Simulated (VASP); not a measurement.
Calculation: PBEsol GGA, VASP's PBE PAW potentials (set 64) (plane waves; VASP).

Input for VASP

**INCAR**
```
LEFG=.TRUE.
NEDOS=601   # DOS grid
ISMEAR=-5
LREAL=Auto   # projection in real space or not
ISIF=2   # forces and stress, cell fixed
LORBIT=11   # lm-projected
ALGO=Normal
EDIFF=1E-7   # SCF stop (eV)
ENCUT=520   # plane-wave cut-off (eV)
LCHARG=.TRUE.
NELM=100   # most electronic steps
LWAVE=.FALSE.
SYSTEM=Ta2O5
GGA=PS
LASPH=.TRUE.
LMAXMIX=6   # l cut-off of mixed one-centre charges
PREC=Accurate
```

### POSCAR
```
Ta2O5
1
    3.8420365836     0.0000000000     0.0000000000
    0.0000000000    13.0071030338     0.0000000000
    0.0000000000     0.0000000000     3.8737819896
Ta O
4 10
Direct
  0.0000000000   0.1462427230   0.0213818967
  0.0000000000   0.8537572770   0.0213818967
  0.5000000000   0.3537572770   0.9786181033
  0.5000000000   0.6462427230   0.9786181033
  0.5000000000   0.1854245825   0.0021983409
  0.5000000000   0.8145754175   0.0021983409
  1.0000000000   0.3145754175   0.9978016591
  1.0000000000   0.6854245825   0.9978016591
  0.0000000000   0.8507894392   0.5083684778
  0.0000000000   0.1492105608   0.5083684778
  0.5000000000   0.6492105608   0.4916315222
  0.5000000000   0.3507894392   0.4916315222
  0.5000000000   0.5000000000   0.9947576218
  1.0000000000   1.0000000000   0.0052423782
```

KPOINTS:
```
Automatic
0
Gamma
7 2 7
0 0 0
```

POTCAR, in this order: Ta_pv O (PBE.64 set). Program: vasp_std.

What VASP printed:

**OUTCAR**
```
 ion  position               nearest neighbor table
   1  0.000  0.146  0.021-  10 1.89  14 1.90  10 1.99   5 1.99   5 1.99   7 2.19   3 3.32   3 3.32
  LATTYP: Found a simple orthorhombic cell.
 ALAT       =     3.8420365836
 B/A-ratio  =     1.0082626506
 C/A-ratio  =     3.3854708956
 Subroutine PRICEL returns:
 Original cell was already a primitive cell.
 Subroutine GETGRP returns: Found  8 space group operations
The static configuration has the point symmetry C_2v.
 The point group associated with its full space group is D_2h.
The dynamic configuration has the point symmetry C_2v.
 Subroutine INISYM returns: Found  8 space group operations
 Subroutine IBZKPT returns following result:
 Found     32 irreducible k-points:

 Following reciprocal coordinates:
            Coordinates               Weight
  0.000000  0.000000  0.000000      1.000000
  0.142857  0.000000  0.000000      2.000000
  0.285714  0.000000  0.000000      2.000000
  0.428571  0.000000  0.000000      2.000000
  0.000000  0.500000  0.000000      1.000000
  0.142857  0.500000  0.000000      2.000000
  0.285714  0.500000  0.000000      2.000000
  0.428571  0.500000  0.000000      2.000000
  0.000000  0.000000  0.142857      2.000000
  0.142857  0.000000  0.142857      4.000000
  0.285714  0.000000  0.142857      4.000000
  0.428571  0.000000  0.142857      4.000000
  0.000000  0.500000  0.142857      2.000000
  0.142857  0.500000  0.142857      4.000000
  0.285714  0.500000  0.142857      4.000000
  0.428571  0.500000  0.142857      4.000000
  0.000000  0.000000  0.285714      2.000000
  0.142857  0.000000  0.285714      4.000000
  0.285714  0.000000  0.285714      4.000000
  0.428571  0.000000  0.285714      4.000000
  0.000000  0.500000  0.285714      2.000000
  0.142857  0.500000  0.285714      4.000000
...
```

### OSZICAR
```
       N       E                     dE             d eps       ncg     rms          rms(c)
DAV:   1     0.992559435942E+03    0.99256E+03   -0.58678E+04  3976   0.167E+03
DAV:   2    -0.917869383510E+02   -0.10843E+04   -0.10609E+04  4898   0.462E+02
DAV:   3    -0.167843176300E+03   -0.76056E+02   -0.75703E+02  4368   0.126E+02
DAV:   4    -0.169438727560E+03   -0.15956E+01   -0.15916E+01  4960   0.189E+01
DAV:   5    -0.169469319913E+03   -0.30592E-01   -0.30558E-01  4764   0.247E+00    0.736E+01
DAV:   6    -0.143113813425E+03    0.26356E+02   -0.14841E+02  4688   0.546E+01    0.293E+01
DAV:   7    -0.142473668201E+03    0.64015E+00   -0.99949E+00  4552   0.137E+01    0.155E+01
DAV:   8    -0.142274013332E+03    0.19965E+00   -0.94166E-01  5136   0.526E+00    0.110E+00
DAV:   9    -0.142264883653E+03    0.91297E-02   -0.73016E-02  5136   0.151E+00    0.533E-01
DAV:  10    -0.142265619815E+03   -0.73616E-03   -0.11888E-02  4650   0.523E-01    0.257E-01
DAV:  11    -0.142267070098E+03   -0.14503E-02   -0.32827E-03  5384   0.298E-01    0.803E-02
DAV:  12    -0.142267293112E+03   -0.22301E-03   -0.54110E-04  5156   0.113E-01    0.377E-02
DAV:  13    -0.142267431877E+03   -0.13876E-03   -0.19108E-04  4608   0.537E-02    0.157E-02
DAV:  14    -0.142267492621E+03   -0.60744E-04   -0.53820E-05  4716   0.292E-02    0.897E-03
DAV:  15    -0.142267497331E+03   -0.47097E-05   -0.76229E-06  5368   0.115E-02    0.457E-03
DAV:  16    -0.142267502054E+03   -0.47233E-05   -0.71339E-06  4244   0.102E-02    0.201E-03
DAV:  17    -0.142267502154E+03   -0.10029E-06   -0.62689E-07  4384   0.371E-03    0.109E-03
DAV:  18    -0.142267502172E+03   -0.17240E-07   -0.85975E-08  2664   0.139E-03
   1 F= -.14226750E+03 E0= -.14226750E+03  d E =0.000000E+00
```

OUTCAR:
```
------------------------ aborting loop because EDIFF is reached ----------------------------------------
  FORCE on cell =-STRESS in cart. coord.  units (eV):
  Direction    XX          YY          ZZ          XY          YZ          ZX
  --------------------------------------------------------------------------------------
  Total        0.0547206      0.1046440     -0.0508506      0.0000000      0.0000000      0.0000000
  in kB        0.4528809      0.8660597     -0.4208519      0.0000000      0.0000000      0.0000000
  external PRESSURE =       0.2993629 kB  Pullay stress =       0.0000000 kB
  volume of cell :      193.59
      direct lattice vectors                 reciprocal lattice vectors
     3.842036584  0.000000000  0.000000000     0.260278625  0.000000000  0.000000000
     0.000000000 13.007103034  0.000000000     0.000000000  0.076881070  0.000000000
     0.000000000  0.000000000  3.873781990     0.000000000  0.000000000  0.258145658
 POSITION                                       TOTAL-FORCE (eV/Angst)
 -----------------------------------------------------------------------------------
      0.00000      1.90219      0.08283         0.000000      0.010568     -0.021457
      0.00000     11.10491      0.08283         0.000000     -0.010568     -0.021457
      1.92102      4.60136      3.79095        -0.000000     -0.010568      0.021457
      1.92102      8.40575      3.79095         0.000000      0.010568      0.021457
      1.92102      2.41184      0.00852        -0.000000     -0.020604      0.009010
      1.92102     10.59527      0.00852         0.000000      0.020604      0.009010
      0.00000      4.09171      3.86527         0.000000      0.020604     -0.009010
      0.00000      8.91539      3.86527         0.000000     -0.020604     -0.009010
      0.00000     11.06631      1.96931         0.000000     -0.002608     -0.007341
      0.00000      1.94080      1.96931         0.000000      0.002608     -0.007341
      1.92102      8.44435      1.90447         0.000000      0.002608      0.007341
      1.92102      4.56275      1.90447         0.000000     -0.002608      0.007341
      1.92102      6.50355      3.85347         0.000000      0.000000     -0.009705
      0.00000      0.00000      0.02031         0.000000      0.000000      0.009705
 -----------------------------------------------------------------------------------
    total drift:                                0.000000      0.000000      0.000000
  FREE ENERGIE OF THE ION-ELECTRON SYSTEM (eV)
  ---------------------------------------------------
  free  energy   TOTEN  =      -142.2675021716 eV

  energy  without entropy=     -142.2675021716  energy(sigma->0) =     -142.26750217

 total charge

# of ion       s       p       d       tot
------------------------------------------
    1        0.354   6.358   2.127   8.840
    2        0.354   6.358   2.127   8.840
    3        0.354   6.358   2.127   8.840
    4        0.354   6.358   2.127   8.840
    5        1.556   3.540   0.000   5.096
    6        1.556   3.540   0.000   5.096
    7        1.556   3.540   0.000   5.096
    8        1.556   3.540   0.000   5.096
    9        1.568   3.501   0.000   5.069
   10        1.568   3.501   0.000   5.069
   11        1.568   3.501   0.000   5.069
   12        1.568   3.501   0.000   5.069
   13        1.565   3.520   0.000   5.085
   14        1.565   3.520   0.000   5.085
--------------------------------------------------
tot         17.042  60.637   8.509  86.188

 Electric field gradients after diagonalization (V/A^2)
 (convention: |V_zz| > |V_xx| > |V_yy|)
----------------------------------------------------------------------
 ion       V_xx      V_yy      V_zz     asymmetry (V_yy - V_xx)/ V_zz
----------------------------------------------------------------------
   1     191.116   163.603  -354.719       0.078
   2     191.116   163.603  -354.719       0.078
   3     191.116   163.603  -354.719       0.078
   4     191.116   163.603  -354.719       0.078
   5      37.668    13.980   -51.648       0.459
   6      37.668    13.980   -51.648       0.459
   7      37.668    13.980   -51.648       0.459
   8      37.668    13.980   -51.648       0.459
   9       2.442     0.317    -2.758       0.770
  10       2.442     0.317    -2.758       0.770
  11       2.442     0.317    -2.758       0.770
  12       2.442     0.317    -2.758       0.770
  13      26.365    18.633   -44.997       0.172
  14      26.365    18.633   -44.997       0.172
```
(Selected blocks of OUTCAR.)

The structure comes from a computed database's Ta2O5 entry (Pmmn); how it stands against other phases isn't given here. It was relaxed first.
